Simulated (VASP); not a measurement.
Energy against volume of KCl (rock salt). These are r2SCAN+rVV10, VASP's PBE PAW potentials (set 64) (plane waves; VASP 6.6.1) values and carry that method's errors. Numerical set-up: 520 eV cut-off, 7×7×7 Γ-centred mesh, Gaussian smearing of 0.050 eV, potentials K_sv Cl.

```json
[
 {"V (Å³/atom)": "29.381", "E (eV/atom)": "-7.99881"},
 {"V (Å³/atom)": "30.290", "E (eV/atom)": "-8.00113"},
 {"V (Å³/atom)": "31.198", "E (eV/atom)": "-7.99981"},
 {"V (Å³/atom)": "32.107", "E (eV/atom)": "-7.99545"}
]
```

Q: Fit these four points and predict the energy of the run at 28.472 Å³/atom.

A: A cubic in V^(−2/3), the third-order Birch-Murnaghan form, passes through the four points with V0 = 30.39 Å³/atom and B0 = 21 GPa, and gives -7.9921 eV/atom there. The run gave -7.9921 eV/atom, +0.0 meV/atom from the fit; all five points give B0 = 21 GPa.

The compound is KCl in the rock salt structure. It was relaxed first.
